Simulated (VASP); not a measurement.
Consider the following.

```yaml
crystal:
  lattice:
    - [0.00000, 2.02909, 2.02909]
    - [2.02909, 0.00000, 2.02909]
    - [2.02909, 2.02909, 0.00000]
  atoms:
    - { symbol: Au, position: [0.00000, 0.00000, 0.00000] }
```

Computed with PBE GGA with D3 dispersion (Becke-Johnson damping), VASP's PBE PAW potentials (set 64) (plane waves; VASP). Numerical set-up: 520 eV cut-off, 15×15×15 Γ-centred mesh, first-order Methfessel-Paxton smearing of 0.10 eV, potentials Au.

**Question.** Give the stress tensor in GPa (positive for a compressed cell).

**Answer.** 
```
5.37  0.00  0.00
0.00  5.37  0.00
0.00  0.00  5.37
```
The pressure is its mean diagonal, 5.37 GPa.

The compound is Au in the fcc structure. This cell is one point of a volume scan, at 0.97 of the reference volume.
